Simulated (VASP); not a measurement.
Here is the system:

```
CELL_PARAMETERS angstrom
     -2.39558     2.39558     1.30706
      2.39558    -2.39558     1.30706
      2.39558     2.39558    -1.30706
ATOMIC_POSITIONS crystal
  Tc 0.75000 0.25000 0.50000
  Tc 0.00000 0.00000 0.00000
```

Calculation: PBE GGA, VASP's PBE PAW potentials (set 64) (plane waves; VASP 6.6.1). Numerical set-up: 300 eV cut-off, 11×11×11 Γ-centred mesh, Gaussian smearing of 0.10 eV, potentials Tc_pv.

Question: Give the energies of bands 7 to 16 at the high-symmetry points, in eV from the Fermi level.

Answer: 
| band | Γ | X | M | Z | P | N |
|---|---|---|---|---|---|---|
| 7 | -7.50 | -5.03 | -4.92 | -4.48 | -5.13 | -5.46 |
| 8 | -6.32 | -5.03 | -4.92 | -4.48 | -5.13 | -5.35 |
| 9 | -4.77 | -3.59 | -3.35 | -3.70 | -4.49 | -4.02 |
| 10 | -4.04 | -3.59 | -3.35 | -2.72 | -4.49 | -3.33 |
| 11 | -3.43 | -2.25 | -0.22 | -1.92 | -1.20 | -1.60 |
| 12 | 0.42 | -2.25 | -0.22 | -1.43 | -1.20 | -1.11 |
| 13 | 0.42 | -0.05 | 0.00 | -0.64 | 1.22 | 0.03 |
| 14 | 0.48 | -0.05 | 0.00 | -0.64 | 1.22 | 0.67 |
| 15 | 0.48 | 1.58 | 0.94 | 1.25 | 2.52 | 2.13 |
| 16 | 3.01 | 1.58 | 0.94 | 1.47 | 2.52 | 2.17 |

It has no gap at this level: it comes out as a metal or semimetal.

The structure was generated: Tc was put into an ordered model structure, which need not be its known phase. The cell was not relaxed at this level.
